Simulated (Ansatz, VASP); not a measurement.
## SrSc2: VASP beside Ansatz

File INCAR:

```
SYSTEM = SrSc2
ALGO = Normal
EDIFF = 1E-6
ENCUT = 520
GGA = PE
ISIF = 2
ISMEAR = 0
ISPIN = 2
LASPH = .TRUE.
LCHARG = .FALSE.
LMAXMIX = 4
LORBIT = 11
LREAL = .FALSE.
LWAVE = .FALSE.
MAGMOM = 0 1 1
NBANDS = 27
NELM = 150
PREC = Accurate
SIGMA = 0.1
```

The input KPOINTS:

```
k-points
0
G
  3 3 6
  0 0 0
```

File POSCAR:

```
SrSc2
1.0
    5.7892304800      0.0000000000      0.0000000000
   -2.8946152400      5.0136206700      0.0000000000
    0.0000000000      0.0000000000      3.5487982900
Sr Sc
1 2
Direct
    0.0000000000      0.0000000000      0.0000000000
    0.3333333300      0.6666666700      0.5000000000
    0.6666666700      0.3333333300      0.5000000000
```

Input for Ansatz:

```yaml
crystal:
  lattice:
    - [5.78923048, 0.0, 0.0]
    - [-2.89461524, 5.01362067, 0.0]
    - [0.0, 0.0, 3.54879829]
  atoms:
    - { symbol: Sr, position: [0.0, 0.0, 0.0] }
    - { symbol: Sc, position: [0.33333333, 0.66666667, 0.5], spin: 1.0 }
    - { symbol: Sc, position: [0.66666667, 0.33333333, 0.5], spin: 1.0 }
basis:
  ecutwfc: 420
kpoints:
  mp_grid: { grid: [3, 3, 6] }
hamiltonian:
  xc: pbe
scf:
  occupations: { method: gaussian, width: 0.1 }
  lower_state_search: "off"
output:
  forces: true
  stress: true
  eigenvalues: true
  populations: true
magnetization:
  spin_polarized: true
```

Alike in both runs: task single point; functional PBE; k mesh 3 × 3 × 6; occupations gaussian, width 0.1 eV; collinear spin.

|  | VASP | Ansatz |
| --- | --- | --- |
| version | VASP 6.6.1 | Ansatz 0.2.0 |
| potentials or method | VASP PAW PBE potentials, release 64 (Sr_sv, Sc_sv) | scalar-relativistic, plane waves, PAW |
| plane-wave cutoff (eV) | 520 | 420 |
| valence electrons in the cell | 32 | 32 |

|  | VASP | Ansatz | Ansatz less VASP |
| --- | --- | --- | --- |
| gap on the k mesh at the Fermi level (eV) | none | none | - |
| pressure (GPa) | -2.1 | -2.1 | -0.02 |
| net moment per atom (μB) | 0.33 | 0.34 | +0.004 |
| size of the moment on the site where the two differ most (μB) | 0.24 | 0.28 | +0.041 |

Site moments also hang on the region over which each program counts them. A gap of «none» marks a metal or a gap that the smearing closes.

Caveats: the k mesh is coarse (spacing up to 0.42 Å⁻¹), so the values aren't converged.
